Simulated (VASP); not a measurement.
Method: vdW-DF-cx, VASP's PBE PAW potentials (set 64) (plane waves; VASP).

VASP input:

INCAR:
```
! general
SYSTEM    =  CdSe
PREC      =  Accurate
ENCUT     =  520   ! plane-wave cut-off (eV)
LREAL     =  .FALSE.
LASPH     =  .TRUE.   ! aspherical one-centre terms
ICHARG    =  11   ! fixed density

! electronic loop
EDIFF     =  1E-7
NELM      =  100
ALGO      =  Normal   ! blocked Davidson
LMAXMIX   =  4   ! l cut-off of mixed one-centre charges

! smearing
ISMEAR    =  0   ! Gaussian
SIGMA     =  0.05

! functional
GGA       =  CX
LUSE_VDW  =  .TRUE.
AGGAC     =  0.0

! output
LWAVE     =  .FALSE.
LCHARG    =  .FALSE.
LORBIT    =  11
```

**KPOINTS**
```
k-points along high-symmetry lines
15
Line-mode
Reciprocal
  0.000000   0.000000   0.000000 ! GAMMA
 -0.500000  -0.500000   0.000000 ! X

 -0.500000  -0.500000   0.000000 ! X
 -0.375000  -0.375000   0.250000 ! U

 -0.375000  -0.000000   0.375000 ! K
  0.000000   0.000000   0.000000 ! GAMMA

  0.000000   0.000000   0.000000 ! GAMMA
 -0.000000  -0.000000   0.500000 ! L

 -0.000000  -0.000000   0.500000 ! L
 -0.500000  -0.250000   0.250000 ! W

 -0.500000  -0.250000   0.250000 ! W
 -0.500000  -0.500000   0.000000 ! X
```

POSCAR:
```
CdSe
4.3266170
  0.0000000000   0.7071068364   0.7071068364
  0.7071068364   0.0000000000   0.7071068364
  0.7071068364   0.7071068364   0.0000000000
Cd Se
1 1
direct
  0.0000000000   0.0000000000   0.0000000000
  0.2500000000   0.2500000000   0.2500000000
```

POTCAR, in this order: Cd Se (PBE.64 set). Program: vasp_std. Read from the step before: CHGCAR.

The run wrote:

OUTCAR:
```
 ion  position               nearest neighbor table
   1  0.000  0.000  0.000-   2 2.65   2 2.65   2 2.65   2 2.65
   2  0.250  0.250  0.250-   1 2.65   1 2.65   1 2.65   1 2.65
  LATTYP: Found a face centered cubic cell.
 ALAT       =     6.1187609188
 Subroutine PRICEL returns:
 Original cell was already a primitive cell.
 Subroutine GETGRP returns: Found 24 space group operations
The static configuration has the point symmetry T_d .
The dynamic configuration has the point symmetry T_d .
 Subroutine INISYM returns: Found 24 space group operations
   k-points           NKPTS =     90   k-points in BZ     NKDIM =     90   number of bands    NBANDS=     13
   number of dos      NEDOS =    301   number of ions     NIONS =      2
   total plane-waves  NPLWV =  32768
   dimension x,y,z NGX =    32 NGY =   32 NGZ =   32
   dimension x,y,z NGXF=    64 NGYF=   64 NGZF=   64
   ions per type =               1   1
   PREC   = accura    normal or accurate (medium, high low for compatibility)
   ISTART =      0    job   : 0-new  1-cont  2-samecut
   ICHARG =     11    charge: 1-file 2-atom 10-const
   ISPIN  =      1    spin polarized calculation?
   LNONCOLLINEAR =      F non collinear calculations
   LSORBIT =      F    spin-orbit coupling
   INIWAV =      1    electr: 0-lowe 1-rand  2-diag
   ENCUT  =  520.0 eV  38.22 Ry    6.18 a.u.   8.04  8.04  8.04*2*pi/ulx,y,z
   NELM   =    100;   NELMIN=  2; NELMDL= -5     # of ELM steps
   EDIFF  = 0.1E-06   stopping-criterion for ELM
   LREAL  =      F    real-space projection
   NLSPLINE    = F    spline interpolate recip. space projectors
   LMAXMIX     =    4 max onsite mixed and CHGCAR
   VOSKOWN=      0    Vosko Wilk Nusair interpolation
   EDIFFG = 0.1E-05   stopping-criterion for IOM
   NSW    =      0    number of steps for IOM
   NBLOCK =      1;   KBLOCK =      1    inner block; outer block
   IBRION =     -1    ionic relax: 0-MD 1-quasi-New 2-CG
   NFREE  =      0    steps in history (QN), initial steepest desc. (CG)
   ISIF   =      2    stress and relaxation
   ISYM   =      2    0-nonsym 1-usesym 2-fastsym
   TEIN   =    0.0    initial temperature
   TEBEG  =    0.0;   TEEND  =   0.0 temperature during run
...
```

**OSZICAR**
```
       N       E                     dE             d eps       ncg     rms          rms(c)
DAV:   1     0.113857094953E+03    0.11386E+03   -0.90287E+03  2356   0.123E+03
DAV:   2     0.457681839145E+01   -0.10928E+03   -0.10484E+03  2785   0.291E+02
DAV:   3     0.126421902633E+00   -0.44504E+01   -0.44251E+01  2695   0.607E+01
DAV:   4     0.104342144317E+00   -0.22080E-01   -0.22077E-01  2635   0.433E+00
DAV:   5     0.104197390238E+00   -0.14475E-03   -0.14475E-03  2680   0.314E-01
DAV:   6     0.104195723072E+00   -0.16672E-05   -0.16672E-05  2720   0.309E-02
DAV:   7     0.104195696862E+00   -0.26209E-07   -0.26210E-07  2662   0.335E-03
   1 F= 0.10419570E+00 E0= 0.10419570E+00  d E =-.854726E-11
```

File OUTCAR:
```
 val. band max:        0.7011252148   @ k =   0.0000   0.0000   0.0000

 cond. band min:       1.1669734093   @ k =   0.0000   0.0000   0.0000



 k-point     1 :       0.0000    0.0000    0.0000
  band No.  band energies     occupation
      1     -11.8107      2.00000
      2      -7.1760      2.00000
      3      -7.1760      2.00000
      4      -7.1760      2.00000
      5      -6.8215      2.00000
      6      -6.8215      2.00000
      7       0.7011      2.00000
      8       0.7011      2.00000
      9       0.7011      2.00000
     10       1.1670      0.00000
     11       6.5763      0.00000
     12       6.5763      0.00000
     13       6.5763      0.00000

 k-point     2 :      -0.0357   -0.0357    0.0000
  band No.  band energies     occupation
      1     -11.8048      2.00000
      2      -7.1732      2.00000
      3      -7.1732      2.00000
      4      -7.1728      2.00000
      5      -6.8225      2.00000
      6      -6.8208      2.00000
      7       0.4346      2.00000
      8       0.6712      2.00000
      9       0.6712      2.00000
     10       1.4445      0.00000
     11       6.5015      0.00000
     12       6.6188      0.00000
     13       6.6188      0.00000

 k-point     3 :      -0.0714   -0.0714    0.0000
  band No.  band energies     occupation
      1     -11.7873      2.00000
      2      -7.1652      2.00000
      3      -7.1652      2.00000
      4      -7.1630      2.00000
      5      -6.8254      2.00000
      6      -6.8187      2.00000
      7       0.0323      2.00000
      8       0.5849      2.00000
      9       0.5849      2.00000
     10       1.8779      0.00000
     11       6.3017      0.00000
     12       6.7433      0.00000
     13       6.7433      0.00000

 k-point     4 :      -0.1071   -0.1071    0.0000
  band No.  band energies     occupation
      1     -11.7590      2.00000
      2      -7.1520      2.00000
      3      -7.1520      2.00000
      4      -7.1465      2.00000
...
```

The density is held fixed in this step, so its total energy and stress have no physical meaning.

The compound is CdSe in the zinc blende structure, whereas wurtzite is the usual form. It was relaxed first.
